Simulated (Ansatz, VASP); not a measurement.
# BaTiO3 in two plane-wave programs, part 2 of 2

Wanted: the spread between two codes on one cell, functional and k mesh. The cell is taken from a series of runs on this material, whose earlier steps may have relaxed, scaled, displaced or heated it; both programs get it as it stands.

VASP 6.6.1 and Ansatz 0.2.0.

So far: Starting point; VASP: single point, PBE; Ansatz: single point, PBE; Differences; Further runs.

## Step 6: VASP: single point, PBE, spin-orbit coupling

Level of this step: PBE, spin-orbit coupling, no spin polarisation; plane waves and PAW (Ba_sv_GW, Ti_sv_GW, O_GW) (VASP).

A single point gives forces, pressure and levels at one fixed geometry, so differences don't come from the geometry; what else differs is listed under the comparison.

INCAR

```
SYSTEM = BaTiO3
PREC = Accurate
ENCUT = 670
EDIFF = 1E-06
NELM = 100
ISMEAR = 0
SIGMA = 0.05
LREAL = .FALSE.
ALGO = Normal
GGA = PE
LNONCOLLINEAR = .TRUE.
MAGMOM = 0 0 0 0 0 0 0 0 0 0 0 0 0 0 0
NBANDS = 52
GGA_COMPAT = .FALSE.
LASPH = .TRUE.
LSORBIT = .TRUE.
LMAXMIX = 4
LORBIT = 11
LWAVE = .FALSE.
LCHARG = .FALSE.
KPAR = 2
ISIF = 2
```

POSCAR

```
BaTiO3
1.0
    3.9987178624      0.0000000000      0.0000000000
    0.0000000000      3.9987178624      0.0000000000
    0.0000000000      0.0000000000      4.2173231794
Ba Ti O
1 1 3
Direct
    0.0000000000      0.0000000000      0.0129689622
    0.5000000000      0.5000000000      0.5319687985
    0.5000000000      0.5000000000      0.9627634873
    0.5000000000      0.0000000000      0.4846493760
    0.0000000000      0.5000000000      0.4846493760
```

KPOINTS

```
Automatic mesh
0
Gamma
6 6 5
0 0 0
```

The projector-augmented-wave data sets are Ba_sv_GW, Ti_sv_GW and O_GW (PBE family, release 64).

Launch:

```console
mpirun -np 2 vasp_ncl
```

Numbers of over 12 decimals in the logs are rounded to 6 here.

The program printed:

```text
[... set-up lines as in an earlier step ...]
 entering main loop
       N       E                     dE             d eps       ncg     rms          rms(c)
DAV:   1     0.932381776209E+03    0.93238E+03   -0.19437E+04  5248   0.210E+03
DAV:   2     0.172167268369E+03   -0.76021E+03   -0.71700E+03  8512   0.102E+03
DAV:   3    -0.329077865229E+02   -0.20508E+03   -0.19467E+03 10164   0.491E+02
DAV:   4    -0.568834201346E+02   -0.23976E+02   -0.23389E+02 10184   0.200E+02
[...]
DAV:  14    -0.441073374300E+02    0.23867E-05   -0.29217E-05  9520   0.865E-02    0.149E-02
DAV:  15    -0.441073363552E+02    0.10748E-05   -0.10848E-05  8392   0.415E-02    0.582E-03
DAV:  16    -0.441073363117E+02    0.43490E-07   -0.72857E-07  4632   0.182E-02
   1 F= -.44107336E+02 E0= -.44107336E+02  d E =-.256284E-16  mag=    -0.0000    -0.0000    -0.0000
```

Parts of OUTCAR (step 6):

```text
  Total       -0.8248323     -0.8248323     -0.8124422      0.0000000      0.0000000      0.0000000
  in kB      -19.5973720    -19.5973720    -19.3029928      0.0000000      0.0000000      0.0000000
  external PRESSURE =     -19.4992456 kB  Pullay stress =       0.0000000 kB

 POSITION                                       TOTAL-FORCE (eV/Angst)
 -----------------------------------------------------------------------------------
      0.00000      0.00000      0.05469         0.000000     -0.000000      0.046426
      1.99936      1.99936      2.24348        -0.000000      0.000000      0.082662
      1.99936      1.99936      4.06028        -0.000000     -0.000000     -0.090985
      1.99936      0.00000      2.04392        -0.000000     -0.000000     -0.019052
      0.00000      1.99936      2.04392        -0.000000     -0.000000     -0.019052
 -----------------------------------------------------------------------------------
    total drift:                                0.000000      0.000000      0.001075

  FREE ENERGIE OF THE ION-ELECTRON SYSTEM (eV)
  ---------------------------------------------------
  free  energy   TOTEN  =       -44.1073363117 eV

  energy  without entropy=      -44.1073363117  energy(sigma->0) =      -44.10733631

 magnetization (x)
# of ion       s       p       d       f       tot
--------------------------------------------------
    1        0.000   0.000   0.000   0.000   0.000
    2       -0.000   0.000   0.000  -0.000  -0.000
    3       -0.000  -0.000   0.000   0.000  -0.000
    4        0.000   0.000   0.000   0.000   0.000
    5       -0.000   0.000   0.000   0.000   0.000
--------------------------------------------------
tot         -0.000   0.000   0.000   0.000  -0.000

 magnetization (y)
# of ion       s       p       d       f       tot
--------------------------------------------------
    1       -0.000   0.000   0.000   0.000   0.000
    2        0.000   0.000   0.000   0.000   0.000
    3       -0.000   0.000   0.000   0.000   0.000
    4        0.000  -0.000   0.000   0.000  -0.000
    5        0.000   0.000   0.000   0.000   0.000
--------------------------------------------------
tot         -0.000   0.000   0.000   0.000   0.000

 magnetization (z)
# of ion       s       p       d       f       tot
--------------------------------------------------
    1        0.000  -0.000  -0.000  -0.000  -0.000
    2        0.000   0.000  -0.000  -0.000  -0.000
    3        0.000   0.000   0.000   0.000   0.000
    4        0.000   0.000   0.000   0.000   0.000
    5        0.000   0.000   0.000   0.000   0.000
--------------------------------------------------
tot          0.000   0.000  -0.000  -0.000   0.000

[... 3 further parts left out ...]
[key lines of the parts left out:]
E-fermi :   5.4456
```

The run ends at a pressure of -1.95 GPa, with forces up to 0.091 eV/Å.

## Step 7: Ansatz: single point, PBE, spin-orbit coupling

The same cell, functional, mesh and smearing now go to Ansatz, which takes its cutoff from its data sets.

The cell is taken from a series of runs on this material, whose earlier steps may have relaxed, scaled, displaced or heated it; both programs get it as it stands.

input.yaml

```yaml
crystal:
  lattice:
    - [3.9987178624, 0.0, 0.0]
    - [0.0, 3.9987178624, 0.0]
    - [0.0, 0.0, 4.2173231794]
  atoms:
    - { symbol: Ba, position: [0.0, 0.0, 0.0129689622] }
    - { symbol: Ti, position: [0.5, 0.5, 0.5319687985] }
    - { symbol: O, position: [0.5, 0.5, 0.9627634873] }
    - { symbol: O, position: [0.5, 0.0, 0.484649376] }
    - { symbol: O, position: [0.0, 0.5, 0.484649376] }
hamiltonian:
  xc: pbe
  pseudopotentials: { kind: paw_fr }
magnetization:
  noncollinear: true
  spin_orbit: true
kpoints:
  mp_grid: { grid: [6, 6, 5] }
  band_path:
    path:
      - [0.0, 0.0, 0.0]
      - [0.0, 0.13333, 0.0]
      - [0.0, 0.3, 0.0]
      - [0.0, 0.46667, 0.0]
      - [0.1, 0.5, 0.0]
      - [0.26667, 0.5, 0.0]
      - [0.43333, 0.5, 0.0]
      - [0.43333, 0.43333, 0.0]
      - [0.26667, 0.26667, 0.0]
      - [0.1, 0.1, 0.0]
      - [0.0, 0.0, 0.03333]
      - [0.0, 0.0, 0.2]
      - [0.0, 0.0, 0.36667]
      - [0.0, 0.0, 0.5]
      - [0.0, 0.16667, 0.5]
      - [0.0, 0.3, 0.5]
      - [0.0, 0.46667, 0.5]
      - [0.1, 0.5, 0.5]
      - [0.26667, 0.5, 0.5]
      - [0.43333, 0.5, 0.5]
      - [0.5, 0.5, 0.5]
      - [0.43333, 0.43333, 0.5]
      - [0.26667, 0.26667, 0.5]
      - [0.1, 0.1, 0.5]
      - [0.0, 0.5, 0.03333]
      - [0.0, 0.5, 0.2]
      - [0.0, 0.5, 0.36667]
      - [0.5, 0.5, 0.0]
      - [0.5, 0.5, 0.16667]
      - [0.5, 0.5, 0.33333]
      - [0.5, 0.5, 0.5]
    npoints: 1
scf:
  occupations: { method: gaussian, width: 0.05 }
  n_extra_bands: 16
output:
  forces: true
  stress: true
  eigenvalues: true
```

Launch:

```console
ansatz run input.yaml --threads 2 --pin off --max-ram 4608MiB --backend cpu --events-out ev --progress --plain --runs-dir out
```

The program printed:

```text
[...]
non-collinear run that drives no moment, with spin-orbit: no starting moment large enough to seed its density (crystal.atoms[].spin), no starting occupations that ask for one, no magnetisation constraint and no magnetic field, so the semilocal B_xc is pinned to zero
Crystal: 5 atoms, lattice volume = 67.434 Å³
[...]
k-point 1: bands = [... 36 lower, 9.2111, 9.2111, 9.2612, 9.2612, 11.6871, 11.6871, 12.6068, 12.6068, ... 12 higher]
  k-point 2: bands = [... 36 lower, 9.1228, 9.1228, 9.1617, 9.1617, 11.7401, 11.7401, 13.1452, 13.1452, ... 12 higher]
  k-point 29: bands = [... 36 lower, 9.2850, 9.2850, 9.8343, 9.8343, 13.7265, 13.7265, 13.7337, 13.7337, ... 12 higher]
[key lines of the parts left out:]
SCF converged after 10 iterations
Magnetization: |M| = 0.0000 μB,  M = (+0.0000, +0.0000, +0.0000) μB
Free energy (F): -10164.449786 eV
Fermi energy:    10.745194 eV
P = ⅓ Tr σ = -1.5207 GPa (-15.207 kbar)
```

## Step 8: Side by side

What differs besides the data sets and the points named for the pairs above, as far as they apply: spin-orbit coupling enters by fully relativistic files in Ansatz and inside the spheres in VASP; the cutoff is 420 eV in Ansatz and 670 eV in VASP. Total energies have different zeros and are not compared.

The two programs side by side:

```csv
quantity,Ansatz,VASP,difference
pressure (GPa),-1.52,-1.95,+0.43
pressure without Ansatz's Pulay correction (GPa),-2.04,-1.95,-0.09
gap on the k mesh (eV),1.821,1.814,+0.007
```

Forces (eV/Å; atoms numbered as in POSCAR):

```csv
atom,"Ansatz x, y, z","VASP x, y, z"
Ba1,"0.000, 0.000, 0.046","0.000, 0.000, 0.046"
Ti2,"0.000, 0.000, 0.089","0.000, 0.000, 0.083"
O3,"0.000, 0.000, -0.090","0.000, 0.000, -0.091"
O4,"0.000, 0.000, -0.022","0.000, 0.000, -0.019"
O5,"0.000, 0.000, -0.022","0.000, 0.000, -0.019"
```

The forces differ by 2.1 meV/Å r.m.s., which is 6.1 % of the r.m.s. force of 0.03 eV/Å (both taken over all components). A gap on the mesh is an upper bound, since the band edges may lie between its points. Ansatz's pressure holds a Pulay correction of 0.52 GPa; VASP's holds none.

## Step 9: Further runs

Further runs change the set-up of one program: Ansatz's method, potentials or start, or VASP's data sets, cutoff or form of LDA. The table gives Ansatz less VASP for each quantity, since a change that brings one quantity closer may part another.

```csv
run,r.m.s. force difference (meV/Å),pressure (GPa),gap on the k mesh (eV),pressure without Ansatz's Pulay correction (GPa)
as above,2.1,0.43,0.0070,-0.094
"VASP with the data sets Ba_sv, Ti_sv and O_h and a cutoff of 1230 eV",20,-1.4,0.045,-1.9
```

## Step 10: Outcome

| Property | Result |
| --- | --- |
| r.m.s. force difference (single point, PBE) | 33 meV/Å |
| difference in pressure (single point, PBE) | -1.5 GPa |
| difference in gap on the k mesh (single point, PBE) | 0.046 eV |
| r.m.s. force difference (single point, PBE, spin-orbit coupling) | 2.1 meV/Å |

The r.m.s. force difference is 33 meV/Å (single point, PBE), beyond the 12 meV/Å picked in this series as the mark of a large difference. VASP's data sets differ among the pairs, so a change from pair to pair isn't the functional's or the coupling's alone. By the marks of this series, far apart in the single point, PBE pair: the r.m.s. force difference, 33 meV/Å and the difference in pressure, -1.5 GPa. Single point, PBE, VASP with the data sets Ba_sv_GW, Ti_sv_GW and O_GW and a cutoff of 670 eV: r.m.s. force difference goes from 33 to 2.5 meV/Å; the difference in pressure goes from -1.5 to 0.43 GPa; the difference in gap on the k mesh goes from 0.046 to 0.0068 eV; the difference in pressure without Ansatz's Pulay correction goes from -2.0 to -0.096 GPa. Single point, PBE, VASP with the data sets Ba_sv, Ti_sv and O_h and a cutoff of 1230 eV: r.m.s. force difference goes from 33 to 20 meV/Å. Single point, PBE, spin-orbit coupling, VASP with the data sets Ba_sv, Ti_sv and O_h and a cutoff of 1230 eV: r.m.s. force difference goes from 2.1 to 20 meV/Å; the difference in pressure goes from 0.43 to -1.4 GPa; the difference in gap on the k mesh goes from 0.0070 to 0.045 eV; the difference in pressure without Ansatz's Pulay correction goes from -0.094 to -1.9 GPa. Such differences can come from data sets, numerical settings and the points named under the comparisons, not from the functional's error against experiment.

[Lines on the potential files, build, host, timing and source positions are cut from VASP's logs without a mark.]

[Logs are printed without paths, hosts, clocks, repeated set-up lines and the standing remarks that a program may print on its own settings, such as how far it seeks lower states.]

[Hosts, paths, dates, database ids (printed as entryN), source tags and the programs' standing remarks are cut or masked in the printed files.]
